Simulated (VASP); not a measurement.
OSZICAR of a VASP run on CuI (zinc blende):

OSZICAR:
```
       N       E                     dE             d eps       ncg     rms          rms(c)
DAV:   1     0.106284418307E+03    0.10628E+03   -0.80382E+03   754   0.151E+03
DAV:   2     0.184835125019E+01   -0.10444E+03   -0.97411E+02   764   0.269E+02
DAV:   3    -0.553729421419E+01   -0.73856E+01   -0.72762E+01  1014   0.839E+01
DAV:   4    -0.577898898902E+01   -0.24169E+00   -0.24155E+00   943   0.134E+01
DAV:   5    -0.578650392329E+01   -0.75149E-02   -0.75147E-02  1087   0.243E+00    0.566E+00
DAV:   6    -0.570330219146E+01    0.83202E-01   -0.38800E+00   808   0.580E+01    0.365E+00
DAV:   7    -0.554229113609E+01    0.16101E+00   -0.88044E-01   849   0.345E+01    0.184E+00
DAV:   8    -0.554501927832E+01   -0.27281E-02   -0.55703E-02  1102   0.410E+00    0.507E-01
DAV:   9    -0.554141923218E+01    0.36000E-02   -0.17382E-02   947   0.424E+00    0.153E-01
DAV:  10    -0.554159130805E+01   -0.17208E-03   -0.78405E-04   899   0.271E-01    0.769E-02
DAV:  11    -0.554163438896E+01   -0.43081E-04   -0.49186E-04   944   0.705E-01    0.341E-02
DAV:  12    -0.554163085442E+01    0.35345E-05   -0.49199E-05  1191   0.150E-01    0.306E-02
DAV:  13    -0.554162960450E+01    0.12499E-05   -0.21679E-06  1166   0.279E-02    0.192E-02
DAV:  14    -0.554162827116E+01    0.13333E-05   -0.93951E-06  1048   0.101E-01    0.349E-03
DAV:  15    -0.554162874525E+01   -0.47409E-06   -0.16075E-06   834   0.812E-03    0.511E-03
DAV:  16    -0.554162872063E+01    0.24625E-07   -0.42243E-08   472   0.304E-03
   1 F= -.63077744E+01 E0= -.63077744E+01  d E =-.236737E-16
```

Question: Which electronic solver shows in the log?

Answer: It is blocked Davidson (ALGO = Normal, or the opening steps of other solvers). The INCAR had ALGO = Normal.

Question: Can the final energy be trusted as converged?

Answer: The run converged. It stopped with EDIFF = 1E-7, NELM = 100 (PBE GGA with D4 dispersion, plane waves, VASP's PBE PAW potentials (set 64)).

The compound is CuI in the zinc blende structure. It was relaxed first.
